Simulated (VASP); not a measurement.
Consider the following.

```
K2Pt
1.0
    0.00000     3.78146     3.78146
    3.78146     0.00000     3.78146
    3.78146     3.78146     0.00000
K Pt
2 1
Cartesian
  5.67220   5.67220   5.67220
  1.89073   1.89073   1.89073
  0.00000   0.00000   0.00000
```

Calculation: PBEsol GGA, VASP's PBE PAW potentials (set 64) (plane waves; VASP). Numerical set-up: 300 eV cut-off, 5×5×5 Γ-centred mesh, Gaussian smearing of 0.010 eV, potentials K_sv Pt.

Unless said otherwise, spin-orbit coupling is left out, though it shifts the bands of the heavy elements here.

### Question
Give the energies of bands 9 to 17 at the high-symmetry points, in eV from the valence-band maximum.

### Answer

```tsv
band	Γ	X	U	L	W
9	-2.29	-0.65	-0.70	-1.11	-0.64
10	-0.20	-0.35	-0.28	-0.15	-0.27
11	-0.20	-0.34	-0.27	-0.15	-0.23
12	-0.06	-0.06	-0.14	-0.14	-0.23
13	-0.06	-0.06	-0.07	-0.07	-0.06
14	-0.06	0.00	-0.05	-0.07	-0.05
15	3.50	1.56	2.10	1.33	2.60
16	3.50	3.74	2.73	4.14	2.60
17	3.50	4.14	4.20	4.14	3.18
```

The gap is indirect, 1.33 eV, from the valence maximum at X to the conduction minimum at L.

The structure comes from a computed database's K2Pt entry (Fm-3m); how it stands against other phases isn't given here. The cell was not relaxed at this level.
